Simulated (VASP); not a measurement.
Calculation: LDA (Ceperley-Alder, Perdew-Zunger), VASP's LDA PAW potentials (set 64) (plane waves; VASP).

Input for VASP

INCAR:
```
NELM = 100
LREAL = F   # projection in real space or not
IBRION = 2   # conjugate gradients
SIGMA = 0.05
ALGO = Normal
ISIF = 3   # ions, shape and volume
SYSTEM = Li2O
NSW = 40
PSTRESS = 450   # kbar
LCHARG = F
PREC = Accurate
EDIFFG = -0.02
ENCUT = 620
LWAVE = F
EDIFF = 1E-6
ISMEAR = 0   # Gaussian
LASPH = T   # aspherical one-centre terms
```

**KPOINTS**
```
Automatic mesh
0
Gamma
9 9 9
0 0 0
```

### POSCAR
```
Li2O
1
    0.0000000000     2.0923213435     2.0923213435
    2.0923213435     0.0000000000     2.0923213435
    2.0923213435     2.0923213435     0.0000000000
Li O
2 1
Direct
  0.2500000000   0.2500000000   0.2500000000
  0.7500000000   0.7500000000   0.7500000000
  0.0000000000   0.0000000000   0.0000000000
```

POTCAR, in this order: Li_sv O (LDA.64 set). Program: vasp_std.

Energy and stress use the plane-wave basis of the starting cell.

Question: What does the run give for the energy per atom (σ→0), volume per atom?

Answer: 
```
Item                            Value
---------------------  --------------
energy per atom (σ→0)  -5.039 eV/atom
volume per atom          5.72 Å³/atom
```

### OSZICAR
```
...
DAV:   1    -0.151328981052E+02   -0.10007E+00   -0.33534E-01   724   0.601E+00    0.972E-01
DAV:   2    -0.151183791149E+02    0.14519E-01   -0.76249E-02   730   0.239E+00    0.290E-01
DAV:   3    -0.151178031544E+02    0.57596E-03   -0.11566E-03   870   0.412E-01    0.169E-01
DAV:   4    -0.151175297651E+02    0.27339E-03   -0.67315E-04  1238   0.212E-01    0.229E-02
DAV:   5    -0.151175269852E+02    0.27799E-05   -0.26683E-05   798   0.676E-02    0.718E-03
DAV:   6    -0.151175287148E+02   -0.17296E-05   -0.35936E-06   870   0.216E-02    0.253E-03
DAV:   7    -0.151175286576E+02    0.57279E-07   -0.25419E-07   398   0.645E-03
   3 F= -.10301034E+02 E0= -.10301034E+02  d E =-.567299E-01
```

The compound is Li2O in the antifluorite structure. This run relaxes it under an external pressure of 45 GPa. Symmetry was kept, so distortions that lower it aren't found.
